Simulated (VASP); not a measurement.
Computed with SCAN meta-GGA, VASP's PBE PAW potentials (set 64) (plane waves; VASP).

VASP ran on this input.

### POSCAR
```
BaHfO3
1
    4.1596141372     0.0000000000     0.0000000000
    0.0000000000     4.1596141372     0.0000000000
    0.0000000000     0.0000000000     4.1596141372
Ba Hf O
1 1 3
Direct
  0.0000000000   0.0000000000   0.0000000000
  0.5000000000   0.5000000000   0.5000000000
  0.5000000000   0.0000000000   0.5000000000
  0.0000000000   0.5000000000   0.5000000000
  0.5000000000   0.5000000000   0.0000000000
```

**INCAR**
```
SYSTEM = BaHfO3
ISMEAR = 0   ! Gaussian
LCHARG = F
EDIFF = 1E-7
LMIXTAU = T
SIGMA = 0.05   ! width (eV)
PREC = Accurate
ENCUT = 520   ! plane-wave cut-off (eV)
LREAL = F   ! projection in real space or not
LASPH = T   ! aspherical one-centre terms
ISIF = 2   ! forces and stress, cell fixed
NELM = 100   ! most electronic steps
ALGO = Normal   ! blocked Davidson
METAGGA = SCAN
LMAXMIX = 6
LWAVE = F
```

File KPOINTS:
```
K-points
0
Gamma
 5 5 5
```

POTCAR, in this order: Ba_sv Hf_pv O (PBE.64 set). Program: vasp_std.

Question: What does the run give for the energy per atom (σ→0)?

Answer: 
* **energy per atom (σ→0)**: -27.883 eV/atom

File OSZICAR:
```
...
DAV:  26    -0.139413964606E+03   -0.93794E-05   -0.34768E-06   608   0.163E-02    0.613E-02
DAV:  27    -0.139413971088E+03   -0.64826E-05   -0.18583E-06   628   0.129E-02    0.609E-02
DAV:  28    -0.139413975379E+03   -0.42910E-05   -0.27455E-06   516   0.142E-02    0.515E-02
DAV:  29    -0.139413985246E+03   -0.98669E-05   -0.13817E-05   495   0.341E-02    0.274E-02
DAV:  30    -0.139413986169E+03   -0.92259E-06   -0.64955E-06   523   0.198E-02    0.141E-02
DAV:  31    -0.139413986119E+03    0.49898E-07   -0.15030E-06   560   0.891E-03    0.929E-03
DAV:  32    -0.139413986090E+03    0.28272E-07   -0.64795E-07   523   0.582E-03
   1 F= -.13941399E+03 E0= -.13941399E+03  d E =-.249267E-22
```

The compound is BaHfO3 in the cubic perovskite structure. It was relaxed first.
